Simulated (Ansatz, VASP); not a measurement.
# TaRu in two plane-wave programs, part 2 of 2

Aim: how closely do two programs agree when they are given the same cell, functional and k mesh? The cell is taken from a series of runs on this material, whose earlier steps may have relaxed, scaled, displaced or heated it; both programs get it as it stands.

VASP 6.6.1 and Ansatz 0.2.0.

So far. Step 2 (Ansatz: single point, PBEsol, pair 1): The run ends at a pressure of 0.31 GPa, with forces up to 0.26 eV/Å. Step 3 (VASP: single point, PBEsol, pair 1): The run ends at a pressure of 0.53 GPa, with forces up to 0.29 eV/Å.

## Step 5: VASP: single point, PBEsol, pair 2

Level of this step: PBEsol; plane waves and PAW (Ta_pv, Ru_pv) (VASP).

With cell and atoms fixed, the geometry can't cause a difference; cores, projectors, grids and the points listed under the comparison can.

INCAR

```
SYSTEM = TaRu
PREC = Accurate
ENCUT = 500
EDIFF = 1E-06
NELM = 120
ISMEAR = 1
SIGMA = 0.2
LREAL = .FALSE.
ALGO = Normal
GGA = PS
NBANDS = 62
LASPH = .TRUE.
LORBIT = 11
LWAVE = .FALSE.
LCHARG = .FALSE.
ISIF = 2
GGA_COMPAT = .FALSE.
KPAR = 2
```

POSCAR

```
TaRu
1.0
    3.0682683753     -6.6891944529      0.0000000000
    3.0682683753      6.6891944529      0.0000000000
    0.0000000000      0.0000000000      3.0202337854
Ta Ru
4 4
Direct
    0.6254454807      0.8759174534      0.5000000000
    0.1240825466      0.3745545193      0.5000000000
    0.8564747402      0.6059072729      0.5000000000
    0.3940927271      0.1435252598      0.5000000000
    0.7680714364      0.2319285636      0.0000000000
    0.2431406772      0.7568593228      0.0000000000
    0.0050613516      0.9949386484      0.0000000000
    0.4835555685      0.5164444315      0.0000000000
```

KPOINTS

```
Automatic mesh
0
Gamma
6 6 12
0 0 0
```

The projector-augmented-wave data sets are Ta_pv and Ru_pv (PBE family, release 64).

The run is started by

```sh
mpirun -np 2 vasp_std
```

Numbers of over 12 decimals in the logs are rounded to 6 here.

The log of the run:

```text
[banner, memory and clock lines left out]
running    2 mpi-ranks, on    1 nodes
[...]
[... a notice as in an earlier step ...]

 LDA part: xc-table for (Slater+PW92), standard interpolation
 POSCAR, INCAR and KPOINTS ok, starting setup
[...]
entering main loop
       N       E                     dE             d eps       ncg     rms          rms(c)
DAV:   1     0.118368024147E+04    0.11837E+04   -0.55711E+04 11284   0.170E+03
DAV:   2    -0.398638041137E+02   -0.12235E+04   -0.11914E+04 11796   0.544E+02
DAV:   3    -0.966558708395E+02   -0.56792E+02   -0.54690E+02 13466   0.111E+02
DAV:   4    -0.983163585117E+02   -0.16605E+01   -0.16311E+01 13360   0.164E+01
[...]
DAV:  14    -0.932179090958E+02    0.51185E-04   -0.25740E-04 14490   0.100E-01    0.272E-02
DAV:  15    -0.932179086317E+02    0.46415E-06   -0.20268E-05 14288   0.258E-02    0.104E-02
DAV:  16    -0.932179085729E+02    0.58753E-07   -0.51766E-06 10732   0.159E-02
   1 F= -.93217909E+02 E0= -.93221383E+02  d E =0.104231E-01
```

From OUTCAR (step 5):

```text
  Total        2.5461224     -1.3871962      1.4433200      0.0000000      0.0000000      0.0000000
  in kB       32.9042604    -17.9271293     18.6524327      0.0000000      0.0000000      0.0000000
  external PRESSURE =      11.2098546 kB  Pullay stress =       0.0000000 kB

 POSITION                                       TOTAL-FORCE (eV/Angst)
 -----------------------------------------------------------------------------------
      4.60658      1.67546      1.51012        -0.251746     -0.101309      0.000000
      1.52995      1.67546      1.51012         0.251746     -0.101309      0.000000
      4.48698     -1.67609      1.51012         0.076386      0.073305      0.000000
      1.64956     -1.67609      1.51012        -0.076386      0.073305      0.000000
      3.06827     -3.58636      0.00000         0.000000      0.788396      0.000000
      3.06827      3.43636      0.00000         0.000000     -0.209178      0.000000
      3.06827      6.62148      0.00000         0.000000      0.021989      0.000000
      3.06827      0.22000      0.00000         0.000000     -0.545200      0.000000
 -----------------------------------------------------------------------------------
    total drift:                               -0.000000     -0.000254      0.000000

  FREE ENERGIE OF THE ION-ELECTRON SYSTEM (eV)
  ---------------------------------------------------
  free  energy   TOTEN  =       -93.2179085729 eV

  energy  without entropy=      -93.2283317181  energy(sigma->0) =      -93.22138295

[... 2 parts as in an earlier step ...]

[... 1 further part left out ...]
[key lines of the parts left out:]
E-fermi :   9.3848
```

The run ends at a pressure of 1.12 GPa, with forces up to 0.79 eV/Å.

## Step 6: Ansatz: single point, PBEsol, pair 2

The same cell, functional, mesh and smearing now go to Ansatz, which takes its cutoff from its data sets.

The cell is taken from a series of runs on this material, whose earlier steps may have relaxed, scaled, displaced or heated it; both programs get it as it stands.

input.yaml

```yaml
crystal:
  lattice:
    - [3.0682683753, -6.6891944529, 0.0]
    - [3.0682683753, 6.6891944529, 0.0]
    - [0.0, 0.0, 3.0202337854]
  atoms:
    - { symbol: Ta, position: [0.6254454807, 0.8759174534, 0.5] }
    - { symbol: Ta, position: [0.1240825466, 0.3745545193, 0.5] }
    - { symbol: Ta, position: [0.8564747402, 0.6059072729, 0.5] }
    - { symbol: Ta, position: [0.3940927271, 0.1435252598, 0.5] }
    - { symbol: Ru, position: [0.7680714364, 0.2319285636, 0.0] }
    - { symbol: Ru, position: [0.2431406772, 0.7568593228, 0.0] }
    - { symbol: Ru, position: [0.0050613516, -0.0050613516, 0.0] }
    - { symbol: Ru, position: [0.4835555685, 0.5164444315, 0.0] }
kpoints:
  mp_grid: { grid: [6, 6, 12] }
hamiltonian:
  xc: pbesol
  pseudopotentials: { kind: paw, azcp: { folder: soft_1 }, xc_functional: pbe }
scf:
  occupations: { method: methfessel_paxton, width: 0.2 }
output:
  forces: true
  stress: true
  eigenvalues: true
```

The run is started by

```sh
ansatz run input.yaml --threads 4 --pin off --max-ram 10240MiB --backend cpu --events-out ev --progress --plain --runs-dir out
```

The log of the run:

```text
[...]
Crystal: 8 atoms, lattice volume = 123.976 Å³
Basis set: ecut = 420 eV, 2423 PW (Γ), exchange–correlation on 100×100×48 points (8 copies of the dense FFT grid, shifted against one another)
Bands: 70, of which v1, the nominal top of the filled ones, is band 58 counted from 1 (57 counted from 0)
Symmetry: 4 space group operations
[...]
k-point 0: bands = [... 54 lower, 19.8827, 20.5163, 20.6222, 20.9183, 21.2645, 21.5724, 21.5936, 22.0580, ... 8 higher]
  k-point 1: bands = [... 54 lower, 20.1267, 20.1768, 20.4025, 20.9009, 21.4374, 21.7058, 21.7889, 21.8773, ... 8 higher]
  k-point 2: bands = [... 54 lower, 19.8527, 20.1193, 20.8255, 20.8893, 21.8006, 21.9548, 22.0016, 22.0482, ... 8 higher]
  k-point 90: bands = [... 54 lower, 20.6654, 21.2869, 21.3042, 21.6674, 21.6750, 21.9259, 22.1934, 22.7804, ... 8 higher]
[key lines of the parts left out:]
SCF converged after 9 iterations
Free energy (F): -62498.206339 eV
Fermi energy:    21.531888 eV
P = ⅓ Tr σ = 0.8795 GPa (8.795 kbar)
```

The run ends at a pressure of 0.88 GPa, with forces up to 0.75 eV/Å.

## Step 7: Differences

What differs besides the data sets and the points named for the pairs above, as far as they apply: the data sets hold 116 valence electrons in Ansatz (on its PAW soft_1 files) and 100 in VASP. Total energies have different zeros and are not compared.

The two programs side by side:

| quantity | Ansatz | VASP | difference |
| --- | --- | --- | --- |
| pressure (GPa) | 0.88 | 1.12 | -0.24 |

Forces (eV/Å; atoms numbered as in POSCAR):

```
atom         Ansatz x, y, z           VASP x, y, z
 Ta1  -0.248, -0.100, 0.000  -0.252, -0.101, 0.000
 Ta2   0.248, -0.100, 0.000   0.252, -0.101, 0.000
 Ta3    0.081, 0.073, 0.000    0.076, 0.073, 0.000
 Ta4   -0.081, 0.073, 0.000   -0.076, 0.073, 0.000
 Ru5    0.000, 0.748, 0.000    0.000, 0.788, 0.000
 Ru6   0.000, -0.214, 0.000   0.000, -0.209, 0.000
 Ru7    0.000, 0.029, 0.000    0.000, 0.022, 0.000
 Ru8   0.000, -0.509, 0.000   0.000, -0.545, 0.000
```

The forces differ by 11 meV/Å r.m.s., which is 5.2 % of the r.m.s. force of 0.217 eV/Å (both taken over all components).

## Step 8: VASP: single point, PBEsol, pair 3

A single point gives forces, pressure and levels at one fixed geometry, so differences don't come from the geometry; what else differs is listed under the comparison.

INCAR is that of step 5.

POSCAR

```
TaRu
1.0
    3.0682683753     -6.6891944529      0.0000000000
    3.0682683753      6.6891944529      0.0000000000
    0.0000000000      0.0000000000      3.0202337854
Ta Ru
4 4
Direct
    0.6298859825      0.8803362518      0.5000000000
    0.1196637482      0.3701140175      0.5000000000
    0.8520559418      0.6014667711      0.5000000000
    0.3985332289      0.1479440582      0.5000000000
    0.7706196440      0.2293803560      0.0000000000
    0.2456888848      0.7543111152      0.0000000000
    0.0073619660      0.9926380340      0.0000000000
    0.4760808269      0.5239191731      0.0000000000
```

KPOINTS is that of step 5.

The run is started by

```sh
mpirun -np 2 vasp_std
```

The log of the run:

```text
[... set-up lines as in an earlier step ...]
 entering main loop
       N       E                     dE             d eps       ncg     rms          rms(c)
DAV:   1     0.118364971727E+04    0.11836E+04   -0.55673E+04 11284   0.170E+03
DAV:   2    -0.398049268158E+02   -0.12235E+04   -0.11911E+04 11734   0.545E+02
DAV:   3    -0.965008307295E+02   -0.56696E+02   -0.54642E+02 13552   0.111E+02
DAV:   4    -0.981152486774E+02   -0.16144E+01   -0.15859E+01 13320   0.162E+01
[...]
DAV:  15    -0.930403175886E+02   -0.64906E-06   -0.44708E-05 14456   0.454E-02    0.177E-02
DAV:  16    -0.930403157043E+02    0.18843E-05   -0.14735E-05 12780   0.255E-02    0.534E-03
DAV:  17    -0.930403152571E+02    0.44720E-06   -0.16964E-06  7726   0.726E-03
   1 F= -.93040315E+02 E0= -.93041073E+02  d E =0.227317E-02
```

OUTCAR, selected parts (step 8):

```text
  Total        4.5718303     -1.8159384      2.7499750      0.0000000      0.0000000      0.0000000
  in kB       59.0830582    -23.4678865     35.5387051      0.0000000      0.0000000      0.0000000
  external PRESSURE =      23.7179590 kB  Pullay stress =       0.0000000 kB

 POSITION                                       TOTAL-FORCE (eV/Angst)
 -----------------------------------------------------------------------------------
      4.63377      1.67531      1.51012        -0.738911     -0.183384      0.000000
      1.50277      1.67531      1.51012         0.738911     -0.183384      0.000000
      4.45980     -1.67624      1.51012         0.364481      0.076259      0.000000
      1.67674     -1.67624      1.51012        -0.364481      0.076259      0.000000
      3.06827     -3.62045      0.00000         0.000000      1.618396      0.000000
      3.06827      3.40227      0.00000         0.000000      0.051028      0.000000
      3.06827      6.59070      0.00000         0.000000      0.068053      0.000000
      3.06827      0.32000      0.00000         0.000000     -1.523227      0.000000
 -----------------------------------------------------------------------------------
    total drift:                                0.000000     -0.000016      0.000000

  FREE ENERGIE OF THE ION-ELECTRON SYSTEM (eV)
  ---------------------------------------------------
  free  energy   TOTEN  =       -93.0403152571 eV

  energy  without entropy=      -93.0425884259  energy(sigma->0) =      -93.04107298

[... 2 parts as in an earlier step ...]

[... 1 further part left out ...]
[key lines of the parts left out:]
E-fermi :   9.3240
```

The run ends at a pressure of 2.37 GPa, with forces up to 1.6 eV/Å.

## Step 9: Ansatz: single point, PBEsol, pair 3

The same cell, functional, mesh and smearing now go to Ansatz, which takes its cutoff from its data sets.

The cell is taken from a series of runs on this material, whose earlier steps may have relaxed, scaled, displaced or heated it; both programs get it as it stands.

input.yaml, the sections that differ from step 6:

```yaml
crystal:
  lattice:
    - [3.0682683753, -6.6891944529, 0.0]
    - [3.0682683753, 6.6891944529, 0.0]
    - [0.0, 0.0, 3.0202337854]
  atoms:
    - { symbol: Ta, position: [0.6298859825, 0.8803362518, 0.5] }
    - { symbol: Ta, position: [0.1196637482, 0.3701140175, 0.5] }
    - { symbol: Ta, position: [0.8520559418, 0.6014667711, 0.5] }
    - { symbol: Ta, position: [0.3985332289, 0.1479440582, 0.5] }
    - { symbol: Ru, position: [0.770619644, 0.229380356, 0.0] }
    - { symbol: Ru, position: [0.2456888848, 0.7543111152, 0.0] }
    - { symbol: Ru, position: [0.007361966, -0.007361966, 0.0] }
    - { symbol: Ru, position: [0.4760808269, 0.5239191731, 0.0] }
# kpoints, hamiltonian, scf, output: as in step 6
```

The run is started by

```sh
ansatz run input.yaml --threads 4 --pin off --max-ram 10240MiB --backend cpu --events-out ev --progress --plain --runs-dir out
```

The log of the run:

```text
[...]
Crystal: 8 atoms, lattice volume = 123.976 Å³
Basis set: ecut = 420 eV, 2423 PW (Γ), exchange–correlation on 100×100×48 points (8 copies of the dense FFT grid, shifted against one another)
Bands: 70, of which v1, the nominal top of the filled ones, is band 58 counted from 1 (57 counted from 0)
Symmetry: 4 space group operations
[...]
k-point 0: bands = [... 54 lower, 19.8400, 20.5803, 20.7056, 20.7438, 21.2289, 21.5163, 21.7296, 22.0517, ... 8 higher]
  k-point 1: bands = [... 54 lower, 20.1181, 20.1472, 20.5862, 20.7322, 21.3974, 21.6610, 21.8987, 21.9351, ... 8 higher]
  k-point 2: bands = [... 54 lower, 19.9094, 20.2661, 20.7349, 20.8123, 21.7810, 21.8807, 21.9525, 22.1202, ... 8 higher]
  k-point 90: bands = [... 54 lower, 20.4725, 21.2042, 21.2242, 21.6492, 21.7897, 21.8689, 22.2387, 22.7052, ... 8 higher]
[key lines of the parts left out:]
SCF converged after 9 iterations
Free energy (F): -62498.034375 eV
Fermi energy:    21.471170 eV
P = ⅓ Tr σ = 2.0903 GPa (20.903 kbar)
```

The run ends at a pressure of 2.09 GPa, with forces up to 1.6 eV/Å.

## Step 10: Differences

What differs besides the data sets and the points named for the pairs above, as far as they apply: the data sets hold 116 valence electrons in Ansatz (on its PAW soft_1 files) and 100 in VASP. Total energies have different zeros and are not compared.

Both answers:

```
      quantity  Ansatz  VASP  difference
pressure (GPa)    2.09  2.37       -0.28
```

Forces (eV/Å; atoms numbered as in POSCAR):

| atom | Ansatz x, y, z | VASP x, y, z |
| --- | --- | --- |
| Ta1 | -0.736, -0.179, 0.000 | -0.739, -0.183, 0.000 |
| Ta2 | 0.736, -0.179, 0.000 | 0.739, -0.183, 0.000 |
| Ta3 | 0.368, 0.076, 0.000 | 0.364, 0.076, 0.000 |
| Ta4 | -0.368, 0.076, 0.000 | -0.364, 0.076, 0.000 |
| Ru5 | 0.000, 1.563, 0.000 | 0.000, 1.618, 0.000 |
| Ru6 | 0.000, 0.044, 0.000 | 0.000, 0.051, 0.000 |
| Ru7 | 0.000, 0.077, 0.000 | 0.000, 0.068, 0.000 |
| Ru8 | 0.000, -1.478, 0.000 | 0.000, -1.523, 0.000 |

The forces differ by 15 meV/Å r.m.s., which is 2.9 % of the r.m.s. force of 0.516 eV/Å (both taken over all components).

## Step 11: Outcome

```json
{
  "r.m.s. force difference (single point, PBEsol, pair 1)": "8.4 meV/Å",
  "r.m.s. force difference (single point, PBEsol, pair 2)": "5.2 % of the r.m.s. force",
  "r.m.s. force difference (single point, PBEsol, pair 3)": "2.9 % of the r.m.s. force"
}
```

What this shows: The r.m.s. force difference is 5.2 % of the r.m.s. force (single point, PBEsol, pair 2), beyond the 3 % picked in this series as the mark of a large difference. The data sets hold unlike numbers of valence electrons (116 in Ansatz and 100 in VASP), so part of the differences comes from the potentials. 3 further runs of this series are not shown here. Such differences can come from data sets, numerical settings and the points named under the comparisons, not from the functional's error against experiment.

[Lines on the potential files, build, host, timing and source positions are cut from VASP's logs without a mark.]

[Logs are printed without paths, hosts, clocks, repeated set-up lines and the standing remarks that a program may print on its own settings, such as how far it seeks lower states.]

[Hosts, paths, dates, database ids (printed as entryN), source tags and the programs' standing remarks are cut or masked in the printed files.]
